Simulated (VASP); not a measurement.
Consider the following.

```yaml
crystal:
  lattice:
    - [-1.65471, 1.65471, 1.65471]
    - [1.65471, -1.65471, 1.65471]
    - [1.65471, 1.65471, -1.65471]
  atoms:
    - { symbol: Nb, position: [0.00000, 0.00000, 0.00000] }
```

These are vdW-DF2, VASP's PBE PAW potentials (set 64) (plane waves; VASP) values and carry that method's errors. Settings: 520 eV cut-off, 15×15×15 Γ-centred mesh, first-order Methfessel-Paxton smearing of 0.10 eV, potentials Nb_sv.

### Question
Give the stress tensor in GPa (positive for a compressed cell).

### Answer

```
10.83   0.00   0.00
 0.00  10.83   0.00
 0.00   0.00  10.83
```
The pressure is its mean diagonal, 10.83 GPa.

The compound is Nb in the bcc structure. This cell is one point of a volume scan, at 0.94 of the reference volume.
